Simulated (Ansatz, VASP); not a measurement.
# Ti6AlSiC4 (Ti3Al0.5Si0.5C2, 312 MAX phase) in two plane-wave programs

Wanted: the spread between two codes on one cell, functional and k mesh. The cell is invented: As first built, before any earlier steps moved the atoms (in the runner's words): 2x2x1 conventional cells of the Ti3AlC2 type (48 atoms: 16 C, 4 Al, 4 Si, 24 Ti); Al/Si share their sites, the best of 600 random draws by like-pair counts in two shells; start lattice by linear mixing of the end members' cells; atoms moved at random by 0.02 A. It may not be a known or stable phase. The structure shown is the start of the Ansatz relaxation below; VASP solves that cell, so the two are compared at the walk's first step.

Method: plane waves, with VASP 6.6.1 beside it; single point at LDA, in Ansatz 0.2.0.

## (1) Set-up

The cell holds 48 atoms: 16 C, 4 Al, 4 Si and 24 Ti. Its edges and angles: a = 6.130 Å, b = 6.129 Å, c = 18.177 Å, α = 90.0°, β = 90.0°, γ = 120.0°. It derives from Ti3AlC2 (Ti3AlC2 type, space group 194), repeated 2×2×1. As first built, before any earlier steps moved the atoms (in the runner's words): 2x2x1 conventional cells of the Ti3AlC2 type (48 atoms: 16 C, 4 Al, 4 Si, 24 Ti); Al/Si share their sites, the best of 600 random draws by like-pair counts in two shells; start lattice by linear mixing of the end members' cells; atoms moved at random by 0.02 A.

## (2) Ansatz: relaxation, LDA

Ansatz runs on its default PAW (the set named soft_2) files.

The two programs are compared at the cell with which this relaxation starts, whose forces are those of its first step.

input.yaml reads:

```yaml
crystal:
  lattice:
    - [6.1295, 0.0, 0.0]
    - [-3.06475, 5.3083, 0.0]
    - [0.0, 0.0, 18.17675]
  atoms:
    - { symbol: C, position: [0.16931, 0.33427, 0.56926] }
    - { symbol: C, position: [0.33848, 0.16902, 0.06917] }
    - { symbol: C, position: [0.16131, 0.33096, 0.93109] }
    - { symbol: C, position: [0.34046, 0.17275, 0.42905] }
    - { symbol: C, position: [0.1681, 0.83854, 0.57034] }
    - { symbol: C, position: [0.33334, 0.66169, 0.06969] }
    - { symbol: C, position: [0.16595, 0.832, 0.92944] }
    - { symbol: C, position: [0.33108, 0.67281, 0.43006] }
    - { symbol: C, position: [0.66396, 0.33741, 0.57018] }
    - { symbol: C, position: [0.83535, 0.16597, 0.06925] }
    - { symbol: C, position: [0.6649, 0.33467, 0.93077] }
    - { symbol: C, position: [0.83622, 0.16916, 0.43124] }
    - { symbol: C, position: [0.66959, 0.83719, 0.57134] }
    - { symbol: C, position: [0.83427, 0.66648, 0.06965] }
    - { symbol: C, position: [0.65996, 0.82758, 0.93138] }
    - { symbol: C, position: [0.83243, 0.66473, 0.43168] }
    - { symbol: Al, position: [0.00348, 0.00037, 0.75115] }
    - { symbol: Al, position: [0.00028, 0.50152, 0.25205] }
    - { symbol: Al, position: [0.50319, 0.99915, 0.25082] }
    - { symbol: Al, position: [0.50391, 0.49976, 0.2496] }
    - { symbol: Si, position: [0.00587, 0.99912, 0.24862] }
    - { symbol: Si, position: [0.00514, 0.5089, 0.75078] }
    - { symbol: Si, position: [0.4995, 0.99218, 0.7495] }
    - { symbol: Si, position: [0.50373, 0.4989, 0.75158] }
    - { symbol: Ti, position: [0.00292, 0.00196, 0.00199] }
    - { symbol: Ti, position: [0.99813, 0.99872, 0.50026] }
    - { symbol: Ti, position: [0.16487, 0.32744, 0.1305] }
    - { symbol: Ti, position: [0.33446, 0.16655, 0.62983] }
    - { symbol: Ti, position: [0.16835, 0.3384, 0.37122] }
    - { symbol: Ti, position: [0.33472, 0.16384, 0.87084] }
    - { symbol: Ti, position: [0.00013, 0.49695, 0.99942] }
    - { symbol: Ti, position: [0.00261, 0.50469, 0.50098] }
    - { symbol: Ti, position: [0.17086, 0.83496, 0.13013] }
    - { symbol: Ti, position: [0.33934, 0.66778, 0.62962] }
    - { symbol: Ti, position: [0.16545, 0.82627, 0.37103] }
    - { symbol: Ti, position: [0.33675, 0.66997, 0.87078] }
    - { symbol: Ti, position: [0.5026, 0.99804, 0.99994] }
    - { symbol: Ti, position: [0.50355, 0.99535, 0.50004] }
    - { symbol: Ti, position: [0.66659, 0.33341, 0.12853] }
    - { symbol: Ti, position: [0.83398, 0.16303, 0.62766] }
    - { symbol: Ti, position: [0.6665, 0.32921, 0.37152] }
    - { symbol: Ti, position: [0.83259, 0.16443, 0.87072] }
    - { symbol: Ti, position: [0.50097, 0.50201, 0.9994] }
    - { symbol: Ti, position: [0.49703, 0.4949, 0.49978] }
    - { symbol: Ti, position: [0.6607, 0.83343, 0.12857] }
    - { symbol: Ti, position: [0.84291, 0.67174, 0.6289] }
    - { symbol: Ti, position: [0.67059, 0.83461, 0.3698] }
    - { symbol: Ti, position: [0.82778, 0.67103, 0.87148] }
kpoints:
  mp_grid: { grid: [5, 5, 1] }
hamiltonian:
  xc: lda
scf:
  occupations: { method: methfessel_paxton, width: 0.15 }
output:
  forces: true
  stress: true
relax:
  f_tol: 0.02
  max_steps: 45
  cell: { stress_tol: 0.1 }
```

The run is started by

```bash
$ ansatz run input.yaml --threads 8 --pin off --max-ram 15360MiB --backend cpu --events-out ev --progress --plain --runs-dir out
```

Numbers of over 12 decimals in the logs are rounded to 6 here.

Log:

```text
The last accepted step is kept in <dir> (removed where the run ends without a failure and the disk answers)
Engine: ansatz 0.2.0, aarch64-unknown-linux-gnu
Pseudopotentials: kind: paw
Pseudopotential: C, paw, valence charge 4, recommended cutoff 420 eV (normal), C.paw.azcp
Pseudopotential: Al, paw, valence charge 3, recommended cutoff 420 eV (normal), Al.paw.azcp
Pseudopotential: Si, paw, valence charge 4, recommended cutoff 420 eV (normal), Si.paw.azcp
Pseudopotential: Ti, paw, valence charge 12, recommended cutoff 420 eV (normal), Ti.paw.azcp
Functional definition: SPW92
  exchange = slater_x
  correlation = pw_c
Crystal: 48 atoms, lattice volume = 591.421 Å³
Basis set: ecut = 420 eV, 11527 PW (Γ)
Bands: 238, of which v1, the nominal top of the filled ones, is band 190 counted from 1 (189 counted from 0)
Symmetry: 1 space group operations
Space group: P1 (ITA 1), of the structure as read, at distance tolerance 8.4e-5 Å
k-points: 13 of 25 (time reversal used)
Non-local potential: C, projectors of the file, l = 0: 2, l = 1: 2, l = 2: 1
Non-local potential: Al, projectors of the file, l = 0: 2, l = 1: 2, l = 2: 1
Non-local potential: Si, projectors of the file, l = 0: 2, l = 1: 2, l = 2: 2
Non-local potential: Ti, projectors of the file, l = 0: 3, l = 1: 2, l = 2: 3, l = 3: 1
PAW form: soft (Blöchl's): semilocal exchange-correlation on the pseudo side does not see the compensation charge
PAW frozen core: C, regenerated for the run's functional, and the local potential with it (the file was generated under x = pbe(κ = 0.804, μ = 0.219515), c = pbe(β = 0.066725))
PAW frozen core: Al, regenerated for the run's functional, and the local potential with it (the file was generated under x = pbe(κ = 0.804, μ = 0.219515), c = pbe(β = 0.066725))
PAW frozen core: Si, regenerated for the run's functional, and the local potential with it (the file was generated under x = pbe(κ = 0.804, μ = 0.219515), c = pbe(β = 0.066725))
PAW frozen core: Ti, regenerated for the run's functional, and the local potential with it (the file was generated under x = pbe(κ = 0.804, μ = 0.219515), c = pbe(β = 0.066725))
PAW one-centre angular grid: C, 110 points (default); XC on 64 Gauss nodes
PAW one-centre angular grid: Al, 110 points (default); XC on 64 Gauss nodes
PAW one-centre angular grid: Si, 110 points (default); XC on 64 Gauss nodes
PAW one-centre angular grid: Ti, 590 points (default); XC on 64 Gauss nodes
Initial density: superposition of atomic densities (neutral atoms: chi_scale 0, normalization atom), corrected by the library's trained network
Initial wavefunctions: pseudopotential atomic-orbital guess
Functional: x = slater, c = lda
SCF iter   1: F=—  HF=-67223.359672 eV  |F-HF|=—  |Δ(HF+E_count)|=         —  Δρ=6.40e-3  dr2=7.64e-1  ethr=1.77e-3  ⟨swp⟩=5.6  Hψ=12246  notcnv=0
preconditioner: auto → Resta (q_TF=auto, 2.534 Å⁻¹)  ε∞=13.4  [insulator: Δε(μ)=0.099 eV  Ē_g=5.953 eV  σ=0.150 eV  W_gap=0.51  n_scr=176 (ndim 8)  ℏωp=20.9 eV  f_vac=0.000  D(μ)=8.45/eV (n_scr^D=50)  ε∞_Penn≈13.4]
SCF iter   2: F=—  HF=-67223.294250 eV  |F-HF|=—  |Δ(HF+E_count)|=   6.54e-2  S|Δr|=    0.00e0  Δρ=3.44e-3  dr2=1.08e-1  ethr=2.01e-4  ⟨swp⟩=1.0  Hψ=3562  notcnv=0
SCF iter   3: F=—  HF=-67223.276098 eV  |F-HF|=—  |Δ(HF+E_count)|=   1.82e-2  S|Δr|=    0.00e0  Δρ=1.31e-3  dr2=1.55e-2  ethr=2.85e-5  ⟨swp⟩=2.0  Hψ=3593  notcnv=0
SCF iter   4: F=—  HF=-67223.272926 eV  |F-HF|=—  |Δ(HF+E_count)|=   3.17e-3  S|Δr|=    0.00e0  Δρ=3.26e-4  dr2=7.43e-4  ethr=4.07e-6  ⟨swp⟩=2.0  Hψ=3863  notcnv=0
SCF iter   5: F=—  HF=-67223.272741 eV  |F-HF|=—  |Δ(HF+E_count)|=   1.86e-4  S|Δr|=    0.00e0  Δρ=9.59e-5  dr2=7.46e-5  ethr=1.96e-7  ⟨swp⟩=2.0  Hψ=3677  notcnv=0
SCF iter   6: F=—  HF=-67223.272633 eV  |F-HF|=—  |Δ(HF+E_count)|=   1.08e-4  S|Δr|=    0.00e0  Δρ=2.07e-5  dr2=3.52e-6  ethr=1.96e-8  ⟨swp⟩=2.0  Hψ=4107  notcnv=0
SCF iter   7: F=—  HF=-67223.272632 eV  |F-HF|=—  |Δ(HF+E_count)|=   7.35e-7  S|Δr|=    0.00e0  Δρ=8.08e-6  dr2=3.90e-7  ethr=9.27e-10  ⟨swp⟩=2.0  Hψ=3810  notcnv=0
SCF iter   8: F=-67223.272632 eV  HF=-67223.272632 eV  |F-HF|=4.99e-9  |Δ(HF+E_count)|=   8.70e-8  S|Δr|=    0.00e0  Δρ=1.04e-6  dr2=7.46e-9  ethr=2.63e-11  ⟨swp⟩=4.0  Hψ=8673  notcnv=0
SCF 1 converged in 8 iterations: F = -67223.272632 eV  dr2 = 7.46e-9
  greatest PAW one-centre occupation: 0.999 electrons in one spin orbital (limit 2), on the Ti atom at site 42 (counted from 0), in its partial waves of l = 0
relax step   1: F+E_penalty+E_count = -67223.27263218 eV  Δ(F+E_penalty+E_count) = +0.000e0 eV  max|allowed force component| = 9.428e-1 eV/Å  Δτ_max = 0.0000 Å  P = -7.396 GPa  Ω = 591.421 Å³  (8 SCF iters, dr2 threshold 1.00e-7 eV, accepted)
Crystal: 48 atoms, lattice volume = 555.587 Å³
Basis set: ecut = 420 eV, 10809 PW (Γ)
Initial density: handed on by an earlier stage of this run
[...]
SCF converged after 5 iterations
Stability not checked: this state was not tested for a lower state beside it, because cold or Methfessel-Paxton smearing, or corrected tetrahedra, fill the levels in a way that the test cannot read (fill_not_monotonic; see scf.lower_state_search)
Free energy (F): -67224.486538 eV
Harris-Foulkes:  -67224.486538 eV  (|F-HF|=1.02e-10)
[...]
E_band       = -3065.233749
  E_kinetic    = 8302.122455
  E_local      = -31073.498305  (includes V_loc(G=0)·N_el)
  E_nonlocal   = 842.039648
  E_hartree    = 13678.541170
  E_xc         = -3516.993714
  E_vxc        = -4249.002043  (∫ρ·V_xc dr)
  E_paw        = -29144.952761  (= ΣΔE_a)
  E_vpaw       = -4243.981977  (= ΣTr[D̂ρ^β])
  E_aug_tail   = 0.002496  (compensation charges beyond the density's cutoff)
  E_ewald      = -26321.154167
  E_core_change = 9.388317  (= ΣΔE_core)
  E_smearing   = 0.018323  (= −TS)
  E_closure    = 0.000000  (closes the sum)
  Σ components = -67224.486538   (vs F -67224.486538, Δ=0.00e0)
--- Forces (eV/Å), atoms counted from 1 ---
  atom   1  C     -0.00001466    -0.00037910    -0.00142923
  atom   2  C     -0.00027533    -0.00018938     0.00019204
  atom   3  C     -0.00000460    -0.00037267     0.00131612
  atom   4  C     -0.00028267    -0.00015614    -0.00022747
  atom   5  C     -0.00030820     0.00024129    -0.00140774
  atom   6  C     -0.00001562    -0.00009284     0.00034910
  atom   7  C     -0.00033675     0.00029021     0.00137515
  atom   8  C     -0.00001691     0.00000811    -0.00044222
  atom   9  C     -0.00003209     0.00002292    -0.00064948
  atom  10  C      0.00026399    -0.00016220     0.00019034
  atom  11  C      0.00003387    -0.00000186     0.00057192
  atom  12  C      0.00027218    -0.00013875    -0.00024791
  atom  13  C      0.00039728     0.00017502    -0.00140704
  atom  14  C     -0.00003649     0.00030430     0.00015826
  atom  15  C      0.00038663     0.00018332     0.00134063
  atom  16  C     -0.00001738     0.00033146    -0.00023274
  atom  17  Al     0.00014029    -0.00011865    -0.00001639
  atom  18  Al     0.00052886     0.00024909    -0.00002198
  atom  19  Al    -0.00000577    -0.00046931    -0.00003429
  atom  20  Al    -0.00039198     0.00029745    -0.00001467
  atom  21  Si    -0.00004766    -0.00003319     0.00000559
  atom  22  Si     0.00343003     0.00170807     0.00003672
  atom  23  Si    -0.00009548    -0.00364217    -0.00008447
  atom  24  Si    -0.00346246     0.00207395    -0.00000662
[...]
atom  41  Ti    -0.00001455    -0.00001428    -0.00018791
  atom  42  Ti     0.00123201    -0.00069475    -0.00011336
  atom  43  Ti    -0.00006750     0.00009749    -0.00152192
  atom  44  Ti    -0.00002362    -0.00001906     0.00147863
  atom  45  Ti    -0.00027643    -0.00006280    -0.00003923
  atom  46  Ti    -0.00000733     0.00155267     0.00024486
  atom  47  Ti    -0.00018861     0.00000224     0.00008483
  atom  48  Ti    -0.00003243     0.00158922    -0.00019189
  max |Σ_I F_I| component: 2.23e-5 eV/Å
--- Stress (GPa, compression-positive) ---
       -0.067252      -0.000434       0.000043
       -0.000434      -0.066702       0.000300
        0.000043       0.000300      -0.082958
  P = ⅓ Tr σ = -0.0723 GPa (-0.723 kbar)
--- Relaxed structure (5 steps of the walk, 5 accepted, 1 SCFs on fresh bases) ---
  F+E_penalty+E_count = -67224.48653811 eV   max|allowed force component| = 3.642e-3 eV/Å   (the final SCF, on the basis selected at the relaxed cell)
  cell:  # Å, volume = 566.0690 Å³
    - [6.048789, 8.78452530443665e-6, -1.536218276154612e-6]
    - [-3.024387, 5.238389, -7.493930783415194e-6]
    - [-4.555584558462083e-6, -2.8290984711299055e-5, 17.864993]
  atoms:
    - { symbol: C, position: [0.168376, 0.334574, 0.574191] }
    - { symbol: C, position: [0.333475, 0.166255, 0.067864] }
    - { symbol: C, position: [0.168377, 0.334574, 0.926252] }
    - { symbol: C, position: [0.333472, 0.166251, 0.432579] }
    - { symbol: C, position: [0.168376, 0.832832, 0.574191] }
    - { symbol: C, position: [0.334465, 0.666750, 0.068704] }
    - { symbol: C, position: [0.168377, 0.832832, 0.926252] }
    - { symbol: C, position: [0.334461, 0.666745, 0.431739] }
    - { symbol: C, position: [0.667796, 0.333414, 0.573203] }
    - { symbol: C, position: [0.834958, 0.166254, 0.067864] }
    - { symbol: C, position: [0.667796, 0.333414, 0.927240] }
    - { symbol: C, position: [0.834955, 0.166250, 0.432579] }
    - { symbol: C, position: [0.666634, 0.832834, 0.574191] }
    - { symbol: C, position: [0.834959, 0.667738, 0.067864] }
    - { symbol: C, position: [0.666635, 0.832834, 0.926252] }
    - { symbol: C, position: [0.834956, 0.667734, 0.432579] }
    - { symbol: Al, position: [0.00112709, 9.06831807620138e-5, 0.750221] }
    - { symbol: Al, position: [-0.00410638, 0.497467, 0.250221] }
    - { symbol: Al, position: [0.503743, 1.005305, 0.250222] }
    - { symbol: Al, position: [0.503736, 0.497461, 0.250221] }
    - { symbol: Si, position: [0.00113355, 1.000083, 0.250221] }
    - { symbol: Si, position: [-0.00714286, 0.495960, 0.750221] }
    - { symbol: Si, position: [0.505265, 1.008339, 0.750222] }
    - { symbol: Si, position: [0.505270, 0.495930, 0.750221] }
    - { symbol: Ti, position: [0.00113009, 8.185878263608126e-5, -0.00315642] }
    - { symbol: Ti, position: [1.001128, 1.000080, 0.503599] }
    - { symbol: Ti, position: [0.166782, 0.331388, 0.128339] }
    - { symbol: Ti, position: [0.336580, 0.167805, 0.633744] }
    - { symbol: Ti, position: [0.166778, 0.331381, 0.372103] }
    - { symbol: Ti, position: [0.336579, 0.167804, 0.866699] }
    - { symbol: Ti, position: [0.00310586, 0.501070, 0.997044] }
    - { symbol: Ti, position: [0.00310394, 0.501067, 0.503399] }
    - { symbol: Ti, position: [0.166782, 0.834432, 0.128339] }
    - { symbol: Ti, position: [0.334463, 0.666747, 0.636275] }
    - { symbol: Ti, position: [0.166779, 0.834426, 0.372103] }
    - { symbol: Ti, position: [0.334462, 0.666746, 0.864168] }
    - { symbol: Ti, position: [0.500143, 0.998106, 0.997044] }
    - { symbol: Ti, position: [0.500140, 0.998103, 0.503399] }
    - { symbol: Ti, position: [0.667797, 0.333416, 0.126146] }
    - { symbol: Ti, position: [0.833404, 0.167807, 0.633744] }
    - { symbol: Ti, position: [0.667794, 0.333411, 0.374297] }
    - { symbol: Ti, position: [0.833405, 0.167806, 0.866699] }
    - { symbol: Ti, position: [0.500142, 0.501069, 0.997044] }
    - { symbol: Ti, position: [0.500140, 0.501067, 0.503399] }
    - { symbol: Ti, position: [0.669828, 0.834430, 0.128340] }
    - { symbol: Ti, position: [0.833405, 0.664632, 0.633743] }
    - { symbol: Ti, position: [0.669823, 0.834424, 0.372103] }
    - { symbol: Ti, position: [0.833405, 0.664631, 0.866699] }
[key lines of the parts left out:]
Fermi energy:    13.325466 eV
```

(Part 1 of 2 ends here.)

[Lines on the potential files, build, host, timing and source positions are cut from VASP's logs without a mark.]

[Logs are printed without paths, hosts, clocks, repeated set-up lines and the standing remarks that a program may print on its own settings, such as how far it seeks lower states.]

[Hosts, paths, dates, database ids (printed as entryN), source tags and the programs' standing remarks are cut or masked in the printed files.]
